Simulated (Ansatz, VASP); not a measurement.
SrGaSi: VASP beside Ansatz

```
Sr Ga Si
1.0
     4.12220    0.00000    0.00000
    -2.06110    3.56993    0.00000
     0.00000    0.00000    4.56725
Sr Ga Si
1 1 1
Cartesian
  0.0000 0.0000 0.0000
  0.0000 2.3800 2.2836
  2.0611 1.1900 2.2836
```

Alike in both runs: functional LDA; k mesh 12 × 12 × 10; occupations gaussian, width 0.1 eV; no spin polarisation.

Ansatz relaxed the structure, and its values are those at the end. VASP's run is a single point on that final structure, the one shown.

|  | VASP | Ansatz |
| --- | --- | --- |
| version | VASP 6.6.1 | Ansatz 0.2.0 |
| potentials or method | VASP PAW LDA potentials, release 64 (Sr_sv, Ga_d, Si) | scalar-relativistic, plane waves, PAW |
| plane-wave cutoff (eV) | 520 | 420 |
| valence electrons in the cell | 27 | 27 |

VASP gave:

- gap on the k mesh at the Fermi level (eV): none
- pressure (GPa): 0.2

**Question.** Which values does Ansatz return?

**Answer.** gap on the k mesh at the Fermi level (eV): none; pressure (GPa): 0.0.

A gap of «none» marks a metal or a gap that the smearing closes.
